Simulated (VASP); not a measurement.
Output of a VASP run:

File OSZICAR:
```
...
DAV:   8    -0.229274873308E+02    0.38237E-02   -0.26756E-02  1957   0.125E+00    0.279E-01
DAV:   9    -0.229332686946E+02   -0.57814E-02   -0.62822E-03  2214   0.689E-01    0.105E-01
DAV:  10    -0.229333105198E+02   -0.41825E-04   -0.62262E-04  2354   0.222E-01    0.406E-02
DAV:  11    -0.229334265235E+02   -0.11600E-03   -0.33049E-04  2574   0.133E-01    0.410E-02
DAV:  12    -0.229334113295E+02    0.15194E-04   -0.50294E-05  1988   0.684E-02    0.177E-02
DAV:  13    -0.229334356343E+02   -0.24305E-04   -0.33584E-05  2069   0.428E-02    0.262E-03
DAV:  14    -0.229334337956E+02    0.18386E-05   -0.34453E-06  2015   0.127E-02    0.124E-03
DAV:  15    -0.229334352223E+02   -0.14267E-05   -0.23337E-07  1085   0.468E-03    0.108E-03
DAV:  16    -0.229334332323E+02    0.19899E-05   -0.58499E-08  1082   0.282E-03    0.157E-04
DAV:  17    -0.229334336924E+02   -0.46003E-06   -0.31174E-09  1054   0.474E-04
   1 F= -.22933434E+02 E0= -.22932998E+02  d E =-.229334E+02
       N       E                     dE             d eps       ncg     rms          rms(c)
DAV:   1    -0.231826702591E+02   -0.24924E+00   -0.49826E+00  1923   0.251E+01    0.336E+00
DAV:   2    -0.229122104898E+02    0.27046E+00   -0.16865E+00  1921   0.105E+01    0.972E-01
DAV:   3    -0.229280678935E+02   -0.15857E-01   -0.38650E-02  2078   0.133E+00    0.729E-01
DAV:   4    -0.229290846078E+02   -0.10167E-02   -0.68895E-02  2220   0.161E+00    0.400E-01
DAV:   5    -0.229294856661E+02   -0.40106E-03   -0.16645E-02  1936   0.102E+00    0.749E-02
DAV:   6    -0.229295841334E+02   -0.98467E-04   -0.55070E-04  2168   0.198E-01    0.415E-02
DAV:   7    -0.229294569200E+02    0.12721E-03   -0.39963E-04  2006   0.205E-01    0.141E-02
DAV:   8    -0.229296028309E+02   -0.14591E-03   -0.90787E-05  1991   0.103E-01    0.475E-03
DAV:   9    -0.229295933617E+02    0.94692E-05   -0.13232E-06  2480   0.119E-02    0.248E-03
DAV:  10    -0.229295965196E+02   -0.31578E-05   -0.18283E-07  1037   0.363E-03    0.110E-03
DAV:  11    -0.229295915335E+02    0.49860E-05   -0.15485E-07  1029   0.503E-03    0.375E-04
DAV:  12    -0.229295929488E+02   -0.14153E-05   -0.43294E-08  1014   0.179E-03    0.192E-04
DAV:  13    -0.229295928007E+02    0.14809E-06   -0.11411E-09  1010   0.359E-04
   2 F= -.22929593E+02 E0= -.22929170E+02  d E =0.384089E-02
       N       E                     dE             d eps       ncg     rms          rms(c)
DAV:   1    -0.230357780679E+02   -0.10619E+00   -0.18959E+00  1913   0.153E+01    0.221E+00
DAV:   2    -0.229308005891E+02    0.10498E+00   -0.63407E-01  1908   0.691E+00    0.474E-01
DAV:   3    -0.229349608446E+02   -0.41603E-02   -0.16056E-02  2049   0.887E-01    0.337E-01
DAV:   4    -0.229354541644E+02   -0.49332E-03   -0.24416E-02  2177   0.931E-01    0.236E-01
DAV:   5    -0.229359018112E+02   -0.44765E-03   -0.58858E-03  1913   0.599E-01    0.509E-02
DAV:   6    -0.229357836469E+02    0.11816E-03   -0.14901E-04  2117   0.118E-01    0.351E-02
DAV:   7    -0.229358828462E+02   -0.99199E-04   -0.86657E-05  2034   0.923E-02    0.968E-03
DAV:   8    -0.229358737464E+02    0.90998E-05   -0.68772E-06  2247   0.215E-02    0.419E-03
DAV:   9    -0.229358853617E+02   -0.11615E-04   -0.11060E-06  1770   0.114E-02    0.215E-03
DAV:  10    -0.229358815312E+02    0.38305E-05   -0.89354E-07  1015   0.722E-03    0.748E-04
DAV:  11    -0.229358844602E+02   -0.29290E-05   -0.16288E-07  1014   0.356E-03    0.222E-04
DAV:  12    -0.229358839151E+02    0.54513E-06   -0.75113E-09   987   0.794E-04
   3 F= -.22935884E+02 E0= -.22935446E+02  d E =-.245022E-02
```

### OUTCAR
```
------------------------ aborting loop because EDIFF is reached ----------------------------------------
  FORCE on cell =-STRESS in cart. coord.  units (eV):
  Direction    XX          YY          ZZ          XY          YZ          ZX
  --------------------------------------------------------------------------------------
  Total        0.0000532      0.0000532      0.0000532     -0.0000000      0.0000000     -0.0000000
  in kB        0.0056959      0.0056959      0.0056959     -0.0000000      0.0000000     -0.0000000
  external PRESSURE =       0.0056959 kB  Pullay stress =       0.0000000 kB
  volume of cell :       14.96
      direct lattice vectors                 reciprocal lattice vectors
    -0.000000000  1.955744225  1.955744225    -0.255657153  0.255657153  0.255657153
     1.955744225  0.000000000  1.955744225     0.255657153 -0.255657153  0.255657153
     1.955744225  1.955744225 -0.000000000     0.255657153  0.255657153 -0.255657153
 POSITION                                       TOTAL-FORCE (eV/Angst)
 -----------------------------------------------------------------------------------
      0.00000      0.00000      0.00000         0.000000      0.000000     -0.000000
 -----------------------------------------------------------------------------------
    total drift:                                0.000000     -0.000000     -0.000000
  FREE ENERGIE OF THE ION-ELECTRON SYSTEM (eV)
  ---------------------------------------------------
  free  energy   TOTEN  =       -22.9358839151 eV

  energy  without entropy=      -22.9345695850  energy(sigma->0) =      -22.93544581

 reached required accuracy - stopping structural energy minimisation
```
(Selected blocks of OUTCAR.)

### POSCAR
```
Pd
1
    0.0000000000     1.9450000000     1.9450000000
    1.9450000000     0.0000000000     1.9450000000
    1.9450000000     1.9450000000     0.0000000000
Pd
1
Direct
  0.0000000000   0.0000000000   0.0000000000
```

Question: Reconstruct the remaining input files.

Answer: This is not unique; one that fits is the input of the run itself, r2SCAN meta-GGA, plane waves, VASP's PBE PAW potentials (set 64).

**INCAR**
```
SYSTEM = Pd
PREC = Accurate; ENCUT = 400; LREAL = .FALSE.
LASPH = .TRUE.
EDIFF = 1E-6; NELM = 100; ALGO = Normal
LMAXMIX = 4; LMIXTAU = .TRUE.
ISMEAR = 1; SIGMA = 0.1
METAGGA = R2SCAN
IBRION = 2; NSW = 60; ISIF = 3
EDIFFG = -0.01
LWAVE = .FALSE.; LCHARG = .FALSE.
```

**KPOINTS**
```
Automatic mesh
0
Gamma
14 14 14
0 0 0
```

POTCAR, in this order: Pd (PBE.64 set). Program: vasp_std.

The compound is Pd in the fcc structure. This run relaxes it. Symmetry was kept, so distortions that lower it aren't found.
